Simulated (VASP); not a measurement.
```
CELL_PARAMETERS angstrom
      0.00000     2.17000     2.17000
      2.17000     0.00000     2.17000
      2.17000     2.17000     0.00000
ATOMIC_POSITIONS crystal
  Be 0.25000 0.25000 0.25000
  Be 0.75000 0.75000 0.75000
  C  0.00000 0.00000 0.00000
```

The base run (VASP): PBE GGA, plane waves, VASP's PBE PAW potentials (set 64). Numerical set-up: 520 eV cut-off, 8×8×8 Γ-centred mesh, Gaussian smearing of 0.050 eV, potentials Be C.

One setting is varied; ΔE counts from the base run. The base run took about 5 core-seconds. The timings are rough (shared machines, no repeats); factors under 2 mean little.

Pressures at a finite cut-off, here 520 eV, hold a Pulay part, which wasn't tested here.

```csv
setting,cost over the base run,electronic steps,ΔE (meV/atom),pressure (GPa)
PREC = Low,within a factor of 2,12,-0.1,-1.20
PREC = Normal,within a factor of 2,12,0.0,-1.21
LASPH = .FALSE.,within a factor of 2,12,0.0,-1.21
PREC = Single,within a factor of 2,12,0.0,-1.20
base run,reference,12,0.0,-1.21
ADDGRID = .TRUE.,within a factor of 2,12,0.0,-1.21
LREAL = Auto,within a factor of 2,12,-0.1,-1.24
```

Left out are runs that failed, have no time on record or changed the cell.

The compound is Be2C in the antifluorite structure. The cell was not relaxed at this level.
